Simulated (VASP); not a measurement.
Data:

```
CeO2
1.0
    0.00000     2.65382     2.65382
    2.65382     0.00000     2.65382
    2.65382     2.65382     0.00000
Ce O
1 2
Direct
  0.00000   0.00000   0.00000
  0.25000   0.25000   0.25000
  0.75000   0.75000   0.75000
```

Calculation: LDA (Ceperley-Alder, Perdew-Zunger), VASP's LDA PAW potentials (set 64) (plane waves; VASP). Settings: 520 eV cut-off, 7×7×7 Γ-centred mesh, Gaussian smearing of 0.050 eV, potentials Ce O.

Task: The job: CeO$_{2}$ (fluorite), 3 atoms, LDA, static run, 520 eV, 7×7×7 Γ-centred mesh. Roughly how much core time does it take on a busy server core?

Result: About 20 core-seconds (one run on a shared machine, a rough figure). It had 20 irreducible k-points, 16 bands, up to 1014 plane waves and 30 electronic steps.

The compound is CeO2 in the fluorite structure. This cell is one point of a volume scan, at 0.97 of the reference volume.
